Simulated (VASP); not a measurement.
Method: PBEsol GGA, VASP's PBE PAW potentials (set 64) (plane waves; VASP 6.6.1).

VASP ran on this input.

File POSCAR:
```
LaB6
1.0
  3.8909328384   0.0000000000   0.0000000000
  0.0000000000   3.8909328384   0.0000000000
  0.0000000000   0.0000000000   3.8909328384
La B
1 6
Direct
  0.0000000000   0.0000000000   0.0000000000
  0.8022926637   0.5000000000   0.5000000000
  0.5000000000   0.1977073363   0.5000000000
  0.5000000000   0.8022926637   0.5000000000
  0.1977073363   0.5000000000   0.5000000000
  0.5000000000   0.5000000000   0.8022926637
  0.5000000000   0.5000000000   0.1977073363
```

**INCAR**
```
ENCUT=620   ! plane-wave cut-off (eV)
LCHARG=.FALSE.
NSW=40   ! most ionic steps
NELM=100   ! most electronic steps
ISMEAR=1
LWAVE=.FALSE.
LREAL=.FALSE.   ! projection in real space or not
LMAXMIX=6   ! l cut-off of mixed one-centre charges
PREC=Accurate
SIGMA=0.1
SYSTEM=LaB6
EDIFF=1E-6   ! SCF stop (eV)
PSTRESS=450   ! kbar
ISIF=3
IBRION=2
GGA=PS   ! PBEsol
LASPH=.TRUE.
ALGO=Normal   ! blocked Davidson
EDIFFG=-0.02   ! ionic stop
```

KPOINTS:
```
Automatic mesh
0
Gamma
8 8 8
0 0 0
```

POTCAR, in this order: La B (PBE.64 set). Program: vasp_std.

The run wrote:

**OSZICAR**
```
       N       E                     dE             d eps       ncg     rms          rms(c)
DAV:   1     0.248589156707E+03    0.24859E+03   -0.13210E+04  1300   0.250E+03
DAV:   2     0.439518300892E+00   -0.24815E+03   -0.23728E+03  1588   0.365E+02
DAV:   3    -0.533068177247E+02   -0.53746E+02   -0.45839E+02  2014   0.184E+02
DAV:   4    -0.558766776738E+02   -0.25699E+01   -0.25444E+01  2088   0.479E+01
DAV:   5    -0.559762896308E+02   -0.99612E-01   -0.99244E-01  2152   0.681E+00    0.112E+01
DAV:   6    -0.505814117100E+02    0.53949E+01   -0.13783E+01  1838   0.268E+01    0.586E+00
DAV:   7    -0.501847849117E+02    0.39663E+00   -0.56065E+00  2182   0.164E+01    0.242E+00
DAV:   8    -0.502157262471E+02   -0.30941E-01   -0.19887E+00  2098   0.163E+01    0.137E+00
DAV:   9    -0.501340741049E+02    0.81652E-01   -0.28042E-01  2042   0.480E+00    0.521E-01
DAV:  10    -0.501252535386E+02    0.88206E-02   -0.70920E-02  2060   0.276E+00    0.131E-01
DAV:  11    -0.501262313634E+02   -0.97782E-03   -0.12138E-02  2166   0.111E+00    0.127E-01
DAV:  12    -0.501256686380E+02    0.56273E-03   -0.27517E-03  2034   0.647E-01    0.434E-02
DAV:  13    -0.501256421175E+02    0.26520E-04   -0.71941E-04  2294   0.237E-01    0.143E-02
DAV:  14    -0.501256452463E+02   -0.31289E-05   -0.29386E-05  2046   0.433E-02    0.109E-02
DAV:  15    -0.501256471429E+02   -0.18965E-05   -0.17022E-05  2046   0.367E-02    0.502E-03
DAV:  16    -0.501256466346E+02    0.50827E-06   -0.45911E-06  1918   0.242E-02
   1 F= -.33580785E+02 E0= -.33580906E+02  d E =-.335808E+02
```

File OUTCAR:
```
------------------------ aborting loop because EDIFF is reached ----------------------------------------
  FORCE on cell =-STRESS in cart. coord.  units (eV):
  Direction    XX          YY          ZZ          XY          YZ          ZX
  --------------------------------------------------------------------------------------
  Total       16.5408804     16.5408804     16.5408804     -0.0000000      0.0000000     -0.0000000
  in kB      449.8917214    449.8917214    449.8917214     -0.0000000      0.0000000     -0.0000000
  external PRESSURE =      -0.1082786 kB  Pullay stress =     450.0000000 kB
  volume of cell :       58.91
      direct lattice vectors                 reciprocal lattice vectors
     3.890932838  0.000000000  0.000000000     0.257007777  0.000000000  0.000000000
     0.000000000  3.890932838  0.000000000     0.000000000  0.257007777  0.000000000
     0.000000000  0.000000000  3.890932838     0.000000000  0.000000000  0.257007777
 POSITION                                       TOTAL-FORCE (eV/Angst)
 -----------------------------------------------------------------------------------
      0.00000      0.00000      0.00000        -0.000000      0.000000      0.000000
      3.12167      1.94547      1.94547        -0.000609      0.000000     -0.000000
      1.94547      0.76927      1.94547        -0.000000      0.000609      0.000000
      1.94547      3.12167      1.94547         0.000000     -0.000609      0.000000
      0.76927      1.94547      1.94547         0.000609     -0.000000      0.000000
      1.94547      1.94547      3.12167         0.000000      0.000000     -0.000609
      1.94547      1.94547      0.76927        -0.000000     -0.000000      0.000609
 -----------------------------------------------------------------------------------
    total drift:                                0.000000     -0.000000     -0.000000
  FREE ENERGIE OF THE ION-ELECTRON SYSTEM (eV)
  ---------------------------------------------------
  free  energy   TOTEN  =       -50.1256466346 eV

  energy  without entropy=      -50.1260099566  energy(sigma->0) =      -50.12576774
  enthalpy is  TOTEN    =       -33.5807851769 eV   P V=       16.5448614577

 reached required accuracy - stopping structural energy minimisation
```
(Selected blocks of OUTCAR.)

OUTCAR:
```
 val. band max:       10.0975809389   @ k =   0.3750   0.2500   0.1250

 cond. band min:      10.2489173511   @ k =   0.2500   0.2500   0.0000


 Fermi energy:        10.2296690310

 k-point     1 :       0.0000    0.0000    0.0000
  band No.  band energies     occupation
      1     -21.9662      2.00000
      2      -6.2949      2.00000
      3      -5.8933      2.00000
      4      -5.8933      2.00000
      5      -5.8933      2.00000
      6       1.6574      2.00000
      7       2.6311      2.00000
      8       2.6311      2.00000
      9       2.6311      2.00000
     10       2.9678      2.00000
     11       2.9678      2.00000
     12       8.3943      2.00000
     13       8.3943      2.00000
     14       8.3943      2.00000
     15      10.5526     -0.00005
     16      10.5526     -0.00005
     17      10.5526     -0.00005
     18      12.3160      0.00000

 k-point     2 :       0.1250    0.0000    0.0000
  band No.  band energies     occupation
      1     -21.9567      2.00000
      2      -6.7117      2.00000
      3      -5.8642      2.00000
      4      -5.8642      2.00000
      5      -5.5147      2.00000
      6       1.0197      2.00000
      7       2.5601      2.00000
      8       2.5750      2.00000
      9       2.5750      2.00000
     10       3.0514      2.00000
     11       3.9731      2.00000
     12       7.8852      2.00000
     13       7.8852      2.00000
     14       8.4544      2.00000
     15       9.7347      2.00000
     16      11.2185     -0.00000
     17      11.2185     -0.00000
     18      12.4055      0.00000

 k-point     3 :       0.2500    0.0000    0.0000
  band No.  band energies     occupation
      1     -21.9336      2.00000
      2      -7.2333      2.00000
      3      -5.7922      2.00000
      4      -5.7922      2.00000
      5      -5.0546      2.00000
      6       0.0520      2.00000
      7       2.4230      2.00000
      8       2.4230      2.00000
      9       2.9347      2.00000
...
```

The compound is LaB6 in the cab6 structure. It was relaxed first under an external pressure of 45 GPa. The electron count is odd and the run is not spin-polarised, which forces a metal.
